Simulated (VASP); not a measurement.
An input for Ansatz (written as the equivalent of a VASP run, and not itself run):

Ansatz 0.2 input:
```yaml
crystal:
  lattice:
    - [0.0000000, 2.9444860, 2.9444860]
    - [2.9444860, 0.0000000, 2.9444860]
    - [2.9444860, 2.9444860, 0.0000000]
  atoms:
    - { symbol: Pt, position: [0.0000000, 0.0000000, 0.0000000] }
    - { symbol: As, position: [0.2500000, 0.2500000, 0.2500000] }
kpoints:
  mp_grid: { grid: [10, 10, 10] }
hamiltonian:
  xc: r2scan
  pseudopotentials: { kind: paw }
scf:
  occupations: { method: methfessel_paxton, width: 0.1 }
  max_iter: 100
relax:
  max_steps: 60
  f_tol: 0.01
  cell: {}
output: { forces: true, stress: true, eigenvalues: true }
```

Task: Translate this input to VASP (INCAR, KPOINTS, POSCAR, choice of POTCAR).

Result: One answer among several that fit: 
File KPOINTS:
```
Automatic mesh
0
Gamma
10 10 10
0 0 0
```

### INCAR
```
SYSTEM = PtAs
PREC = Accurate
ENCUT = 400
EDIFF = 1E-6
NELM = 100
ALGO = Normal
LREAL = .FALSE.
LASPH = .TRUE.
ISMEAR = 1
SIGMA = 0.1
METAGGA = R2SCAN
LMIXTAU = .TRUE.
LMAXMIX = 6
LWAVE = .FALSE.
LCHARG = .FALSE.
IBRION = 2
ISIF = 3
NSW = 60
EDIFFG = -0.01
```

**POSCAR**
```
PtAs
1.0
  0.0000000000   2.9444860000   2.9444860000
  2.9444860000   0.0000000000   2.9444860000
  2.9444860000   2.9444860000   0.0000000000
Pt As
1 1
Cart
  0.0000000000   0.0000000000   0.0000000000
  1.4722430000   1.4722430000   1.4722430000
```

POTCAR, in this order: Pt As (PBE.64 set). Program: vasp_std.

The two are equivalent in intent, not identical: each code has its own PAW files, so the cut-off isn't converted (ENCUT is set for VASP's; basis.ecutwfc is left out, and Ansatz then takes the one that its files recommend); Ansatz stops its SCF on the density residual and VASP on the energy change (EDIFF).

The structure was generated: PtAs was put into the zinc blende type (F-43m), which need not be its known phase. This run relaxes it. Symmetry was kept, so distortions that lower it aren't found.
